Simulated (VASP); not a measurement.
An input for Quantum ESPRESSO's pw.x (written as the equivalent of a VASP run, and not itself run):

```
&CONTROL
  calculation = 'vc-relax'
  pseudo_dir = './pseudo'
  outdir = './out'
  tprnfor = .true.
  tstress = .true.
  nstep = 60
  forc_conv_thr = 0.00039
/
&SYSTEM
  ibrav = 0
  nat = 2
  ntyp = 2
  ecutwfc = 102
  occupations = 'smearing'
  smearing = 'gaussian'
  degauss = 0.003675
  input_dft = 'vdw-df2'
/
&ELECTRONS
  conv_thr = 7.3e-08
  electron_maxstep = 100
/
&IONS
/
&CELL
/
ATOMIC_SPECIES
  Cd 112.414 Cd.upf
  S 32.060 S.upf
CELL_PARAMETERS angstrom
     0.0000000    3.0371615    3.0371615
     3.0371615    0.0000000    3.0371615
     3.0371615    3.0371615    0.0000000
ATOMIC_POSITIONS crystal
  Cd   0.0000000  0.0000000  0.0000000
  S    0.2500000  0.2500000  0.2500000
K_POINTS automatic
  7 7 7 0 0 0
```

Q: Write the VASP files for the same calculation (vdW-DF2).

A: This is not unique; one that fits is 
### POSCAR
```
CdS
1
    0.0000000000     3.0371615285     3.0371615285
    3.0371615285     0.0000000000     3.0371615285
    3.0371615285     3.0371615285     0.0000000000
Cd S
1 1
Direct
  0.0000000000   0.0000000000   0.0000000000
  0.2500000000   0.2500000000   0.2500000000
```

### INCAR
```
! general
SYSTEM   = CdS
PREC     = Accurate
ENCUT    = 520
LREAL    = .FALSE.
LASPH    = .TRUE.

! electronic loop
EDIFF    = 1E-6
NELM     = 100
ALGO     = Normal
LMAXMIX  = 4

! smearing
ISMEAR   = 0
SIGMA    = 0.05

! functional
GGA      = ML
LUSE_VDW = .TRUE.
AGGAC    = 0.0
ZAB_VDW  = -1.8867

! ions
IBRION   = 2
NSW      = 60
ISIF     = 3
EDIFFG   = -0.01

! output
LWAVE    = .FALSE.
LCHARG   = .FALSE.
```

File KPOINTS:
```
Regular mesh
0
gamma
7 7 7
0 0 0
```

POTCAR, in this order: Cd S (PBE.64 set). Program: vasp_std.

What does not carry over: the potentials are each code's own (VASP's PAW set, PseudoDojo norm-conserving files in pw.x), so ENCUT and ecutwfc are chosen apart and not converted; conv_thr bounds pw.x's estimated SCF error, while EDIFF bounds the energy change between steps; forc_conv_thr acts on force components and is met together with etot_conv_thr.

The compound is CdS in the zinc blende structure, a metastable form; wurtzite is the usual one. This run relaxes it. Symmetry was kept, so distortions that lower it aren't found. The start is the result of an earlier pass.
